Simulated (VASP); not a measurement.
A run of VASP 6.6.1 is set up as follows.

The input INCAR:

```
PREC = Accurate
ENCUT = 520
EDIFF = 1E-7
ISMEAR = 0
SIGMA = 0.1
LREAL = False
LASPH = True
NELM = 80
ALGO = Fast
ISIF = 2
LWAVE = False
LCHARG = False
GGA = PE
NBANDS = 8
```

KPOINTS

```
regular mesh
0
Gamma
  24 24 24
```

POSCAR

```
Al                                      
1.0
    0.0000000000      2.0195402333      2.0195402333
    2.0195402333      0.0000000000      2.0195402333
    2.0195402333      2.0195402333      0.0000000000
  Al            
     1
Direct
     0.0000000000000000    0.0000000000000000    0.0000000000000000
```

Potentials or basis: VASP PAW PBE potentials, release 64 (Al).

Run with:

```bash
$ cat potpaw_PBE.64/Al/POTCAR > POTCAR
$ mpirun -np 1 vasp_std > vasp.out
```

What does it give for the band gap on the k mesh?

None (metal or under the smearing width).

Predict the pressure.

0.0 GPa.
